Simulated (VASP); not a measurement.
Here is the system:

```xyz
1
Lattice="-2.0881 2.0881 2.0881 2.0881 -2.0881 2.0881 2.0881 2.0881 -2.0881" Properties=species:S:1:pos:R:3 pbc="T T T"
Na     0.0000     0.0000     0.0000
```

Computed with optB86b-vdW, VASP's PBE PAW potentials (set 64) (plane waves; VASP). Settings: 520 eV cut-off, Gaussian smearing of 0.050 eV, potentials Na_pv.

Q: Give the energies of bands 4 to 6 at the high-symmetry points, in eV from the Fermi level.

A: 
```
band      Γ     H     N     P
----  -----  ----  ----  ----
4     -3.35  4.51  0.72  2.70
5     11.84  4.51  1.20  2.70
6     11.84  4.92  8.25  2.70
```

It has no gap at this level: it comes out as a metal or semimetal.

The compound is Na in the bcc structure. It was relaxed first, which changed the volume by -6 %.
